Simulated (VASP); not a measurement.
# H3C2SNO2: single point with PBE+D3(BJ)

The system is H3C2SNO2.

```
C N H S O
1.0
     8.33763    0.00000    0.00000
     0.00000    8.33763    0.00000
     0.00000    0.00000    8.33763
C N H S O
8 4 12 4 8
Direct
  0.37358 0.41277 0.75063
  0.49230 0.45735 0.63057
  0.17194 0.39048 0.10519
  0.13062 0.26981 0.22064
  0.52051 0.14527 0.32134
  0.46369 0.09609 0.48017
  0.89290 0.90413 0.54899
  0.99623 0.99239 0.65992
  0.60729 0.50355 0.56822
  0.11164 0.15611 0.29673
  0.44132 0.04604 0.61081
  0.07932 0.06814 0.74262
  0.38070 0.28475 0.78108
  0.41457 0.46702 0.85752
  0.25033 0.43941 0.72305
  0.17800 0.33930 0.97592
  0.06902 0.48515 0.12116
  0.28161 0.46478 0.12778
  0.46179 0.25015 0.27126
  0.65166 0.14536 0.31219
  0.49946 0.03878 0.23869
  0.82332 0.98690 0.46715
  0.94229 0.80528 0.47872
  0.80197 0.82829 0.60431
  0.77153 0.20381 0.96968
  0.70669 0.74756 0.16047
  0.87296 0.39024 0.53116
  0.34882 0.90444 0.89944
  0.70666 0.33518 0.06792
  0.64728 0.14479 0.85982
  0.57356 0.74124 0.26985
  0.79609 0.89613 0.13921
  0.91954 0.49785 0.40315
  0.91488 0.43858 0.69737
  0.36954 0.03834 0.01167
  0.47524 0.79544 0.89335
```

The cell was built by a generator and needn't be a form met in nature.

```
Program                : VASP 6.6.1
Task                   : single point
Functional             : PBE
Dispersion             : D3(BJ)
Potentials or basis    : VASP PAW PBE potentials, release 64 (C, N, H, S, O)
Cutoff                 : 520 eV
k mesh                 : 1 × 1 × 1
Occupations            : fermi-dirac, width 0.05 eV
Spin                   : no spin polarisation
Dipole correction      : no
Further INCAR settings : LREAL = Auto; ALGO = Fast; EDIFF = 1e-06; NBANDS = 92
```

The pressure is -0.2 GPa. The largest force is 4.294 eV/Å, the band gap on the k mesh is 2.96 eV, direct and the dispersion energy per atom is -0.062 eV.

Forces on the atoms (eV/Å):
```
C    0.472 -1.087 -0.860
C   -0.987 -0.363  1.446
C   -1.360  1.993 -1.108
C    1.317  0.480 -1.263
C   -0.248 -2.086 -0.341
C    0.595 -0.464  1.164
C   -1.079  0.246 -0.464
C   -0.509 -0.733 -0.947
N    0.489  0.244 -1.037
N   -0.639 -1.217  1.299
N   -0.117  0.606 -1.749
N   -0.112  0.192  0.195
H    0.074 -0.185 -0.530
H    0.197  1.086  1.218
H   -0.573  0.387 -0.297
H   -0.345  0.550  1.739
H    1.172 -1.097 -0.770
H   -0.319 -0.820  0.219
H    0.089  0.182  0.050
H    0.061  0.698  0.567
H   -0.483  0.984  0.565
H    0.817 -0.453  0.577
H    1.170  0.433 -0.366
H   -0.476  0.388  1.039
S   -1.917  0.785 -0.356
S    0.622 -0.415 -0.719
S    0.165  0.252  1.536
S   -2.698  3.290  0.579
O    0.988 -0.270  0.097
O    1.343 -0.286  0.118
O   -0.378  0.248  0.378
O   -0.232  0.003  0.226
O    0.232  0.305 -0.128
O   -0.028 -0.379 -1.328
O   -0.377 -0.578 -0.603
O    3.072 -2.920 -0.148
```

Stress tensor (GPa, compression positive):
```
 0.67 -0.69 -0.30
-0.69 -0.16 -0.48
-0.30 -0.48 -1.21
```

Levels at points of the mesh, in eV from the valence-band top:
| k point | band 64 | band 65 | band 66 | band 67 | band 68 | band 69 | band 70 | band 71 | band 72 | band 73 |
| --- | --- | --- | --- | --- | --- | --- | --- | --- | --- | --- |
| (0.00, 0.00, 0.00) | -0.48 | -0.33 | -0.31 | -0.08 | 0.00 | 2.96 | 3.23 | 3.50 | 3.67 | 5.86 |

It took 75 s on 1 thread of Intel(R) Xeon(R) Platinum 8375C CPU @ 2.90GHz (Ice Lake) (shared host), peak memory 0.58 GiB.

Caveat: the standard files for N, O and F lose accuracy on very short bonds.
